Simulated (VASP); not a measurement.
Energy against volume of MgSe (rock salt). These are SCAN meta-GGA, VASP's PBE PAW potentials (set 64) (plane waves; VASP) values and carry that method's errors. Numerical set-up: 520 eV cut-off, 8×8×8 Γ-centred mesh, Gaussian smearing of 0.050 eV, potentials Mg Se.

```
V (Å³/atom)  E (eV/atom)
-----------  -----------
19.679         -13.95155
20.288         -13.95585
20.897         -13.95235
21.505         -13.94223
```

Task: Fit these four points and predict the energy of the run at 19.071 Å³/atom.

Result: A cubic in V^(−2/3), the third-order Birch-Murnaghan form, passes through the four points with V0 = 20.30 Å³/atom and B0 = 68 GPa, and gives -13.9381 eV/atom there. The run gave -13.9383 eV/atom, -0.2 meV/atom from the fit; all five points give B0 = 68 GPa.

The compound is MgSe in the rock salt structure. It was relaxed first.
